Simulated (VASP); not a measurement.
The system is BiS.

```
CELL_PARAMETERS angstrom
2.10927 1.21779 3.50049
-2.10927 1.21779 3.50049
0.00000 -2.43558 3.50049
ATOMIC_POSITIONS crystal
Bi 0.00000 0.00000 0.00000
S 0.50000 0.50000 0.50000
```

The cell was built by a generator and needn't be a form met in nature.

- Program: VASP 6.6.1
- Task: relaxation of cell and atoms
- Functional: PBE
- Potentials or basis: VASP PAW PBE potentials, release 64 (Bi_d_GW, S_GW)
- Cutoff: 900 eV
- k mesh: 8 × 8 × 8
- Occupations: fermi-dirac, width 0.05 eV
- Spin: no spin polarisation

At the start: pressure -1.3 GPa; volume 26.97 Å³/atom.

Where does the relaxation end?

Over 13 steps the energy falls by 56.6 meV/atom and the volume is 25.27 Å³/atom (-6.3 %); space group R-3m (No. 166, to 0.05 Å).

Step by step:
| step | energy change (eV) | largest force (eV/Å) | pressure (GPa) | volume (Å³) |
| --- | --- | --- | --- | --- |
| 1 | 0.0000 | 0.0000 | -1.33 | 53.95 |
| 2 | -0.0048 | 0.0000 | 0.60 | 52.22 |
| 3 | -0.0055 | 0.0000 | 0.04 | 52.68 |
| 4 | -0.0055 | 0.0000 | 0.07 | 52.65 |
| 5 | -0.0066 | 0.0000 | 0.09 | 52.62 |
| 6 | -0.0110 | 0.0000 | 0.13 | 52.53 |
| 7 | -0.0252 | 0.0000 | 0.09 | 52.31 |
| 8 | -0.0721 | 0.0000 | -0.05 | 51.74 |
| 9 | -0.1046 | 0.0000 | -0.26 | 50.18 |
| 10 | -0.1122 | 0.0000 | -0.25 | 50.87 |
| 11 | -0.1131 | 0.0000 | -0.23 | 50.73 |
| 12 | -0.0970 | 0.0000 | 2.55 | 48.46 |
| 13 | -0.1133 | 0.0000 | -0.01 | 50.54 |

Final structure:
```
Bi S
1.0
     1.91712    1.10685    3.96939
    -1.91712    1.10685    3.96939
     0.00000   -2.21370    3.96939
Bi S
1 1
Direct
  0.00000 0.00000 0.00000
  0.50000 0.50000 0.50000
```
